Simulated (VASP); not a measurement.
# Ge3B2C3 (P3m1) in VASP: relaxation of cell and atoms with PBE

Aim: the relaxation of cell and atoms of Ge3B2C3 with PBE.

Program: VASP 6.6.1. These are calculated values, not measurements. Logs are shortened: lines on timing, memory, paths and dates and some standing lists are left out, and cuts for length are marked.

**1. The crystal as given**

Symmetry: P3m1, No. 156, trigonal system. The conventional cell has a = 3.250 Å, b = 3.250 Å, c = 11.600 Å, α = 90.00°, β = 90.00°, γ = 120.00°. Ge (site symmetry 3m) is surrounded by 4 C at 2.04 to 2.09 Å. Ge (site symmetry 3m) is surrounded by 4 C at 2.04 to 2.09 Å. Ge (site symmetry 3m) is surrounded by 1 C at 2.09 Å and 3 B at 2.15 Å. Around B (site symmetry 3m) lie 1 B at 1.86 Å and 3 C at 2.04 Å. B (site symmetry 3m) has 1 B at 1.86 Å as nearest neighbours. C (site symmetry 3m) has 3 B at 2.04 Å and 1 Ge at 2.09 Å as nearest neighbours. Around C (site symmetry 3m) lie 4 Ge at 2.04 to 2.09 Å. Around C (site symmetry 3m) lie 4 Ge at 2.04 to 2.09 Å.

The cell was built by a generator and needn't be a form met in nature.

**2. Relaxation of cell and atoms, PBE**

INCAR reads:

```
SYSTEM = Ge3B2C3
PREC = Normal ; ENCUT = 520
EDIFF = 1E-4 ; ISMEAR = 0
SIGMA = 0.15 ; LREAL = .FALSE.
LASPH = .TRUE. ; NELM = 60
ALGO = Fast ; ISIF = 3
LWAVE = .FALSE. ; LCHARG = .FALSE.
GGA = PE ; IBRION = 2
NSW = 24 ; EDIFFG = -0.08
```

KPOINTS reads:

```
Automatic mesh
0
G
  6 6 2
  0 0 0
```

POSCAR reads:

```
Ge3B2C3
1.0
    3.2500000000      0.0000000000      0.0000000000
   -1.6250000000      2.8145825600      0.0000000000
    0.0000000000      0.0000000000     11.6000000000
Ge B C
3 2 3
Direct
    0.3333333300      0.6666666700      0.2500000000
    0.0000000000      0.0000000000      0.5000000000
    0.0000000000      0.0000000000      0.0000000000
    0.3333333300      0.6666666700      0.7500000000
    0.3333333300      0.6666666700      0.9100000000
    0.0000000000      0.0000000000      0.6800000000
    0.0000000000      0.0000000000      0.1800000000
    0.3333333300      0.6666666700      0.4300000000
```

Potentials or basis: VASP PAW PBE potentials, release 64 (Ge_d, B, C).

Launch:

```
$ cat potpaw_PBE.64/Ge_d/POTCAR potpaw_PBE.64/B/POTCAR potpaw_PBE.64/C/POTCAR > POTCAR
$ mpirun -np 1 vasp_std > vasp.out
```

OUTCAR:

```text
SYSTEM = Ge3B2C3
   PREC = Normal
   ENCUT = 520
   EDIFF = 1E-4
   ISMEAR = 0
   LREAL = .FALSE.
   LASPH = .TRUE.
   NELM = 60
   ISIF = 3
   GGA = PE
   IBRION = 2
   NSW = 24
   EDIFFG = -0.08

 ion  position               nearest neighbor table
   1  0.333  0.667  0.250-   7 2.04   7 2.04   7 2.04   8 2.09
   2  0.000  0.000  0.500-   8 2.04   8 2.04   8 2.04   6 2.09
   3  0.000  0.000  0.000-   7 2.09   5 2.15   5 2.15   5 2.15
   4  0.333  0.667  0.750-   5 1.86   6 2.04   6 2.04   6 2.04
   5  0.333  0.667  0.910-   4 1.86   3 2.15   3 2.15   3 2.15
   6  0.000  0.000  0.680-   4 2.04   4 2.04   4 2.04   2 2.09
   7  0.000  0.000  0.180-   1 2.04   1 2.04   1 2.04   3 2.09
   8  0.333  0.667  0.430-   2 2.04   2 2.04   2 2.04   1 2.09

  LATTYP: Found a hexagonal cell.
 ALAT       =     3.2500000000
 C/A-ratio  =     3.5692307692

  Lattice vectors:

 A1 = (   3.2500000000,   0.0000000000,   0.0000000000)
 A2 = (  -1.6250000000,   2.8145825600,   0.0000000000)
 A3 = (   0.0000000000,   0.0000000000,  11.6000000000)

Analysis of symmetry for initial positions (statically):
=====================================================================
 Subroutine PRICEL returns:
 Original cell was already a primitive cell.

 Routine SETGRP: Setting up the symmetry group for a
 hexagonal supercell.

 Subroutine GETGRP returns: Found  6 space group operations
 (whereof  6 operations were pure point group operations)
 out of a pool of 24 trial point group operations.

The static configuration has the point symmetry C_3v.

Analysis of symmetry for dynamics (positions and initial velocities):
=====================================================================
 Subroutine PRICEL returns:
 Original cell was already a primitive cell.

 Routine SETGRP: Setting up the symmetry group for a
 hexagonal supercell.

 Subroutine GETGRP returns: Found  6 space group operations
 (whereof  6 operations were pure point group operations)
 out of a pool of 24 trial point group operations.

The dynamic configuration has the point symmetry C_3v.

 Subroutine INISYM returns: Found  6 space group operations
 (whereof  6 operations are pure point group operations),
 and found     1 'primitive' translations

----------------------------------------------------------------------------------------

                                     Primitive cell

  volume of cell :     106.1098

  direct lattice vectors                    reciprocal lattice vectors
     3.250000000  0.000000000  0.000000000     0.307692308  0.177646237  0.000000000
    -1.625000000  2.814582560  0.000000000     0.000000000  0.355292474  0.000000000
     0.000000000  0.000000000 11.600000000     0.000000000  0.000000000  0.086206897

  length of vectors
     3.250000000  3.249999998 11.600000000     0.355292473  0.355292474  0.086206897

  position of ions in fractional coordinates (direct lattice)
     0.333333330  0.666666670  0.250000000
     0.000000000  0.000000000  0.500000000
     0.000000000  0.000000000  0.000000000
     0.333333330  0.666666670  0.750000000
     0.333333330  0.666666670  0.910000000
     0.000000000  0.000000000  0.680000000
     0.000000000  0.000000000  0.180000000
     0.333333330  0.666666670  0.430000000

  ion indices of the primitive-cell ions
   primitive index   ion index
                 1           1
                 2           2
                 3           3
                 4           4
                 5           5
                 6           6
                 7           7
                 8           8

----------------------------------------------------------------------------------------

 KPOINTS: Automatic mesh

Automatic generation of k-mesh.
 Grid dimensions read from file:
 generate k-points for:    6    6    2

 Generating k-lattice:

  Cartesian coordinates                     Fractional coordinates (reciprocal lattice)
     0.051282051  0.029607706  0.000000000     0.166666667  0.000000000  0.000000000
     0.000000000  0.059215412  0.000000000     0.000000000  0.166666667  0.000000000
     0.000000000  0.000000000  0.043103448     0.000000000  0.000000000  0.500000000

  Length of vectors
     0.059215412  0.059215412  0.043103448

  Shift w.r.t. Gamma in fractional coordinates (k-lattice)
     0.000000000  0.000000000  0.000000000

 Subroutine IBZKPT returns following result:
 ===========================================

 Found     14 irreducible k-points:

 Following reciprocal coordinates:
            Coordinates               Weight
  0.000000  0.000000  0.000000      1.000000
  0.166667  0.000000  0.000000      6.000000
  0.333333  0.000000  0.000000      6.000000
  0.500000  0.000000  0.000000      3.000000
  0.166667  0.166667  0.000000      6.000000
  0.333333  0.166667  0.000000     12.000000
  0.333333  0.333333  0.000000      2.000000
  0.000000  0.000000  0.500000      1.000000
  0.166667  0.000000  0.500000      6.000000
  0.333333  0.000000  0.500000      6.000000
  0.500000  0.000000  0.500000      3.000000
  0.166667  0.166667  0.500000      6.000000
  0.333333  0.166667  0.500000     12.000000
  0.333333  0.333333  0.500000      2.000000
   k-points           NKPTS =     14   k-points in BZ     NKDIM =     14   number of bands    NBANDS=     36
   number of dos      NEDOS =    301   number of ions     NIONS =      8
   total plane-waves  NPLWV =  22680
   dimension x,y,z NGX =    18 NGY =   18 NGZ =   70
   dimension x,y,z NGXF=    36 NGYF=   36 NGZF=  140
   ions per type =               3   2   3
   NGX,Y,Z   is equivalent  to a cutoff of   9.21,  9.21, 10.03 a.u.
   NGXF,Y,Z  is equivalent  to a cutoff of  18.41, 18.41, 20.06 a.u.
 SYSTEM =  Ge3B2C3
   PREC   = normal    normal or accurate (medium, high low for compatibility)
   ISTART =      0    job   : 0-new  1-cont  2-samecut
   ICHARG =      2    charge: 1-file 2-atom 10-const
   ISPIN  =      1    spin polarized calculation?
   LNONCOLLINEAR =      F non collinear calculations
   LSORBIT =      F    spin-orbit coupling
   LASPH  =      T    aspherical Exc in radial PAW
   ENCUT  =  520.0 eV  38.22 Ry    6.18 a.u.   6.04  6.04 21.57*2*pi/ulx,y,z
   NELM   =     60;   NELMIN=  2; NELMDL= -5     # of ELM steps
   EDIFF  = 0.1E-03   stopping-criterion for ELM
   LREAL  =      F    real-space projection
   EDIFFG = -.8E-01   stopping-criterion for IOM
   NSW    =     24    number of steps for IOM
   IBRION =      2    ionic relax: 0-MD 1-quasi-New 2-CG
   NFREE  =      1    steps in history (QN), initial steepest desc. (CG)
   ISIF   =      3    stress and relaxation
   ISYM   =      2    0-nonsym 1-usesym 2-fastsym
   POTIM  = 0.5000    time-step for ionic-motion
   TEBEG  =    0.0;   TEEND  =   0.0 temperature during run
   PSTRESS=    0.0 pullay stress
   NELECT =      60.0000    total number of electrons
   NUPDOWN=      -1.0000    fix difference up-down
   EMIN   =  10.00;   EMAX   =-10.00  energy-range for DOS
   EFERMI =   0.00;   METHOD = LEGACY
   ISMEAR =     0;   SIGMA  =   0.15  broadening in eV -4-tet -1-fermi 0-gaus
   EFERMI_NEDOS =   21; number of points for ismear=-14 and -15
   IALGO  =     68    algorithm
   IMIX   =      4    mixing-type and parameters
     AMIX     =   0.40;   BMIX     =  1.00
     AMIX_MAG =   1.60;   BMIX_MAG =  1.00
  volume/ion in A,a.u.               =      13.26        89.51
  Fermi-wavevector in a.u.,A,eV,Ry     =   1.353755  2.558226 24.934759  1.832653
  Thomas-Fermi vector in A             =   2.480984
   LORBIT       =      0    0 simple, 1 ext, 2 COOP (PROOUT), +10 PAW based schemes
   GGA     = PE    functional components
   LHFCALC =     F    Hartree Fock is set to
   AEXX    =    0.0000 exact exchange contribution
   IVDW    =     0    specifies the selected vdW correction
   LEPSILON=     F    determine dielectric tensor
   LRPA    =     F    only Hartree local field effects (RPA)
 conjugate gradient relaxation of ions
 non-spin polarized calculation
 RMM-DIIS sequential band-by-band and
 Gauss-broadening in eV      SIGMA  =   0.15
  energy-cutoff  :      520.00
  volume of cell :      106.11
 maximum number of plane-waves:      2898
   NGX = 13   NGY = 13   NGZ = 43

--------------------------------------- Ionic step        1  -------------------------------------------

 number of electron      59.9999851 magnetization

 Free energy of the ion-electron system (eV)
  ---------------------------------------------------
  ext. energy  EPLUGINS =         0.00000000
  ---------------------------------------------------
  free energy    TOTEN  =       -47.52998596 eV

  energy without entropy =      -47.50889988  energy(sigma->0) =      -47.51944292

------------------------ aborting loop because EDIFF is reached ----------------------------------------

  FORCE on cell =-STRESS in cart. coord.  units (eV):
  Direction    XX          YY          ZZ          XY          YZ          ZX
  --------------------------------------------------------------------------------------
  -------------------------------------------------------------------------------------
  Total       -8.2061452     -8.2061452    -20.3708890      0.0000000      0.0000000      0.0000000
  in kB     -123.9065995   -123.9065993   -307.5850490      0.0000000      0.0000000      0.0000000
  external PRESSURE =    -185.1327493 kB  Pullay stress =       0.0000000 kB
[... 107 lines left out ...]
  FREE ENERGIE OF THE ION-ELECTRON SYSTEM (eV)
  ---------------------------------------------------
  free  energy   TOTEN  =       -48.8543833358 eV

  energy  without entropy=      -48.8351772117  energy(sigma->0) =      -48.84478027

[... ionic steps 4 to 10 ...]

--------------------------------------- Ionic step       11  -------------------------------------------

 number of electron      60.0000130 magnetization

------------------------ aborting loop because EDIFF is reached ----------------------------------------

  FORCE on cell =-STRESS in cart. coord.  units (eV):
  Direction    XX          YY          ZZ          XY          YZ          ZX
  --------------------------------------------------------------------------------------
  -------------------------------------------------------------------------------------
  Total       -0.4918407     -0.4918407     -0.5450534      0.0000000     -0.0000000      0.0000000
  in kB       -8.7661900     -8.7661900     -9.7146124      0.0000000     -0.0000000      0.0000000
  external PRESSURE =      -9.0823308 kB  Pullay stress =       0.0000000 kB
[... 69 lines left out ...]
  energy  without entropy=      -49.1269925381  energy(sigma->0) =      -49.13908763

--------------------------------------- Ionic step       13  -------------------------------------------

 number of electron      60.0000131 magnetization

 Free energy of the ion-electron system (eV)
  ---------------------------------------------------
  ext. energy  EPLUGINS =         0.00000000
  ---------------------------------------------------
  free energy    TOTEN  =       -49.15204225 eV

  energy without entropy =      -49.12799168  energy(sigma->0) =      -49.14001696

 E-fermi :   6.2515     XC(G=0): -11.5418

 val. band max:        6.2495743861   @ k =   0.0000   0.0000   0.5000
 cond. band min:       6.2806726817   @ k =   0.1667   0.1667   0.0000
 fundamental gap:      0.0310982956
 Fermi energy:         6.2515313626

 k-point     1 :       0.0000    0.0000    0.0000
  band No.  band energies     occupation
      1     -18.2055      2.00000
      2     -18.2036      2.00000
      3     -18.2036      2.00000
      4     -18.1297      2.00000
      5     -18.1297      2.00000
      6     -18.1017      2.00000
[... 570 lines left out ...]
  FREE ENERGIE OF THE ION-ELECTRON SYSTEM (eV)
  ---------------------------------------------------
  free  energy   TOTEN  =       -49.1520422511 eV

  energy  without entropy=      -49.1279916759  energy(sigma->0) =      -49.14001696

 reached required accuracy - stopping structural energy minimisation
```

Wall time 4.1 min (1 thread of Intel Xeon Platinum 8259CL at 2.50GHz (Skylake/Cascade Lake), shared host); peak memory 0.19 GiB.

What came out:

```yaml
Free_energy: -49.1520 eV
Relaxed_volume: 11.21 Å³/atom
Relaxed_cell: a = 3.135 Å, b = 3.135 Å, c = 10.536 Å, α = 90.00°, β = 90.00°, γ = 120.00°
Space_group_after_relaxing_to_0.05_Å: P3m1 (No. 156)
Energy_gained_by_relaxing: 202.8 meV/atom
Ionic_steps: 13
Pressure_after_relaxing: 0.4 GPa
Largest_force_after_relaxing: 0.076 eV/Å
Band_gap_on_the_k_mesh: none (metal or under the smearing width)
```

Forces in eV/Å, atoms in the order of the input:
```
Ge   0.000  0.000 -0.037
Ge   0.000  0.000 -0.010
Ge   0.000  0.000  0.061
B    0.000  0.000 -0.063
B    0.000  0.000 -0.063
C    0.000  0.000  0.076
C    0.000  0.000 -0.010
C    0.000  0.000  0.047
```

Step by step:
| step | energy change (eV) | largest force (eV/Å) | pressure (GPa) | volume (Å³) |
| --- | --- | --- | --- | --- |
| 1 | 0.0000 | 1.7351 | -18.51 | 106.11 |
| 2 | -0.8410 | 2.9466 | 18.35 | 84.09 |
| 3 | -1.3244 | 1.5330 | 0.34 | 91.34 |
| 4 | -1.4942 | 0.7894 | 0.23 | 90.42 |
| 5 | -1.5077 | 0.8646 | 0.84 | 90.14 |
| 6 | -1.5079 | 0.9020 | 1.01 | 89.60 |
| 7 | -1.5813 | 0.6311 | 0.01 | 89.51 |
| 8 | -1.5813 | 0.6313 | 0.01 | 89.51 |
| 9 | -1.6120 | 0.3009 | 0.31 | 89.52 |
| 10 | -1.6171 | 0.2636 | 0.60 | 89.53 |
| 11 | -1.6212 | 0.0850 | -0.91 | 89.89 |
| 12 | -1.6212 | 0.0902 | -0.38 | 89.85 |
| 13 | -1.6221 | 0.0760 | 0.43 | 89.69 |

Final structure:
```
CELL_PARAMETERS angstrom
3.13536 0.00000 0.00000
-1.56768 2.71530 0.00000
0.00000 0.00000 10.53558
ATOMIC_POSITIONS crystal
Ge 0.33333 0.66667 0.25052
Ge 0.00000 0.00000 0.50747
Ge 0.00000 0.00000 0.99591
B 0.33333 0.66667 0.73461
B 0.33333 0.66667 0.89534
C 0.00000 0.00000 0.69745
C 0.00000 0.00000 0.18161
C 0.33333 0.66667 0.43708
```

Levels at points of the mesh, in eV from the Fermi level:
```
           k point  band 26  band 27  band 28  band 29  band 30  band 31  band 32  band 33  band 34  band 35
(0.00, 0.00, 0.00)    -0.34     0.16     0.16     1.12     2.65     2.65     3.89     4.34     5.12     6.25
(0.50, 0.00, 0.00)    -3.22    -2.26    -2.07    -1.66    -1.27     0.42     2.80     3.39     3.81     4.64
(0.00, 0.00, 0.50)    -0.42     0.00     0.24     0.24     2.63     2.63     4.18     4.65     5.27     5.83
(0.50, 0.00, 0.50)    -3.19    -2.43    -2.15    -1.46    -1.28     0.33     2.95     3.22     3.78     4.40
```

Caveat: the k mesh is coarse (spacing up to 0.37 Å⁻¹), so the values aren't converged; the volume moved by over 15 % at a fixed basis, so the end points are rough; the relaxation stopped at a loose force limit of 0.08 eV/Å, so its end isn't a converged minimum.
